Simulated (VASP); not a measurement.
All values below come from PBEsol GGA, VASP's PBE PAW potentials (set 64) (plane waves; VASP 6.6.1).

VASP input:

**POSCAR**
```
HfB
1
    2.9655458461    -0.0000000000     0.0000000000
   -0.0000000000     2.9655458461     0.0000000000
   -0.0000000000    -0.0000000000     2.9655458461
Hf B
1 1
Direct
  0.0000000000   0.0000000000   0.0000000000
  0.5000000000   0.5000000000   0.5000000000
```

### KPOINTS
```
K-points
0
gamma
11 11 11
```

### INCAR
```
ALGO=Normal
EDIFF=1E-6
EDIFFG=-0.01
ENCUT=520
GGA=PS
IBRION=2
ISIF=3
ISMEAR=1
LASPH=.True.
LCHARG=.False.
LMAXMIX=6
LREAL=.False.
LWAVE=.False.
NELM=100
NSW=60
PREC=Accurate
SIGMA=0.1
SYSTEM=HfB
```

POTCAR, in this order: Hf_pv B (PBE.64 set). Program: vasp_std.

Unless said otherwise, spin-orbit coupling is left out, though it shifts the bands of the heavy elements here.

Question: Estimate the energy per atom (σ→0), band gap (on the k-mesh).

Answer: 
| Property | Result |
|---|---|
| energy per atom (σ→0) | -8.649 eV/atom |
| band gap (on the k-mesh) | none (metal, semimetal or under 0.01 eV) |

**OSZICAR**
```
...
DAV:   6    -0.173466031831E+02    0.13597E+01   -0.71633E+00  1170   0.136E+01    0.352E+01
DAV:   7    -0.173062374278E+02    0.40366E-01   -0.21751E-01  1262   0.384E+00    0.134E+01
DAV:   8    -0.172991790552E+02    0.70584E-02   -0.16854E-02  1262   0.109E+00    0.581E-01
DAV:   9    -0.172987785569E+02    0.40050E-03   -0.23081E-03  1406   0.325E-01    0.377E-01
DAV:  10    -0.172987206517E+02    0.57905E-04   -0.34649E-04  1322   0.146E-01    0.939E-02
DAV:  11    -0.172987174221E+02    0.32295E-05   -0.98789E-06  1266   0.326E-02    0.960E-03
DAV:  12    -0.172987173906E+02    0.31548E-07   -0.58814E-07   648   0.771E-03
   1 F= -.17298717E+02 E0= -.17297939E+02  d E =-.172987E+02
```

The structure was generated: HfB was put into the CsCl type type (Pm-3m), which need not be its known phase. It was relaxed first, which changed the volume by -32 %. The start is the result of an earlier pass. The electron count is odd and the run is not spin-polarised, which forces a metal.
